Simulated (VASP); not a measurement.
Output of a VASP run:

File OSZICAR:
```
       N       E                     dE             d eps       ncg     rms          rms(c)
DAV:   1     0.156393099929E+02    0.15639E+02   -0.32961E+03  2406   0.842E+02
DAV:   2    -0.613758187216E+01   -0.21777E+02   -0.20711E+02  2312   0.132E+02
DAV:   3    -0.642043273868E+01   -0.28285E+00   -0.28190E+00  2468   0.179E+01
DAV:   4    -0.642242375255E+01   -0.19910E-02   -0.19907E-02  2402   0.136E+00
DAV:   5    -0.642246032102E+01   -0.36568E-04   -0.36569E-04  2452   0.167E-01    0.109E+01
DAV:   6    -0.567789059180E+01    0.74457E+00   -0.12691E+01  2460   0.529E+01    0.517E+00
DAV:   7    -0.546055541274E+01    0.21734E+00   -0.18093E+00  2466   0.187E+01    0.228E+00
DAV:   8    -0.544050243267E+01    0.20053E-01   -0.24978E-02  2980   0.166E+00    0.933E-01
DAV:   9    -0.543881962431E+01    0.16828E-02   -0.86290E-04  3138   0.240E-01    0.250E-01
DAV:  10    -0.543840398427E+01    0.41564E-03   -0.33232E-04  2874   0.127E-01    0.299E-02
DAV:  11    -0.543840820952E+01   -0.42252E-05   -0.13201E-05  2772   0.324E-02    0.253E-02
DAV:  12    -0.543840715494E+01    0.10546E-05   -0.39971E-07  1238   0.782E-03    0.226E-03
DAV:  13    -0.543840712246E+01    0.32471E-07   -0.28589E-08  1146   0.207E-03
   1 F= -.54384071E+01 E0= -.54139852E+01  d E =-.488438E-01  mag=     0.5679
```

### OUTCAR
```
------------------------ aborting loop because EDIFF is reached ----------------------------------------
  FORCE on cell =-STRESS in cart. coord.  units (eV):
  Direction    XX          YY          ZZ          XY          YZ          ZX
  --------------------------------------------------------------------------------------
  Total        1.4866606      1.4866606      1.4866606     -0.0000000      0.0000000      0.0000000
  in kB      241.3928673    241.3928673    241.3928673     -0.0000000      0.0000000      0.0000000
  external PRESSURE =     241.3928673 kB  Pullay stress =       0.0000000 kB
  volume of cell :        9.87
      direct lattice vectors                 reciprocal lattice vectors
     0.000000000  1.702378000  1.702378000    -0.293706803  0.293706803  0.293706803
     1.702378000  0.000000000  1.702378000     0.293706803 -0.293706803  0.293706803
     1.702378000  1.702378000  0.000000000     0.293706803  0.293706803 -0.293706803
 POSITION                                       TOTAL-FORCE (eV/Angst)
 -----------------------------------------------------------------------------------
      0.00000      0.00000      0.00000         0.000000      0.000000      0.000000
 -----------------------------------------------------------------------------------
    total drift:                               -0.000000     -0.000000     -0.000000
  FREE ENERGIE OF THE ION-ELECTRON SYSTEM (eV)
  ---------------------------------------------------
  free  energy   TOTEN  =        -5.4384071225 eV

  energy  without entropy=       -5.3895633247  energy(sigma->0) =       -5.41398522

 total charge

# of ion       s       p       d       tot
------------------------------------------
    1        0.542   0.593   8.357   9.492

 magnetization (x)

# of ion       s       p       d       tot
------------------------------------------
    1       -0.007  -0.026   0.605   0.572
```
(Selected blocks of OUTCAR.)

File POSCAR:
```
Ni
1
    0.0000000000     1.7023780000     1.7023780000
    1.7023780000     0.0000000000     1.7023780000
    1.7023780000     1.7023780000     0.0000000000
Ni
1
Direct
  0.0000000000   0.0000000000   0.0000000000
```

Question: Reconstruct the remaining input files.

Answer: One answer among several that fit: the input of the run itself, PBE GGA, plane waves, VASP's PBE PAW potentials (set 64).

INCAR:
```
# general
SYSTEM  = Ni
PREC    = Accurate
ENCUT   = 300
LREAL   = .False.
LASPH   = .True.

# electronic loop
EDIFF   = 1E-6
NELM    = 100
ALGO    = Normal
LMAXMIX = 4

# smearing
ISMEAR  = -1
SIGMA   = 0.1

# functional
GGA     = PE

# spin
ISPIN   = 2
MAGMOM  = 1.0

# ions
ISIF    = 2

# output
LWAVE   = .False.
LCHARG  = .False.
LORBIT  = 11
```

File KPOINTS:
```
Automatic mesh
0
Gamma
11 11 11
0 0 0
```

POTCAR, in this order: Ni (PBE.64 set). Program: vasp_std.

At this cut-off the stress carries a Pulay error, which pulls relaxed volumes low.

The structure is a typed Ni crystal (Fm-3m). The cell was not relaxed at this level, and its volume differs by -5.9 % from the start's.
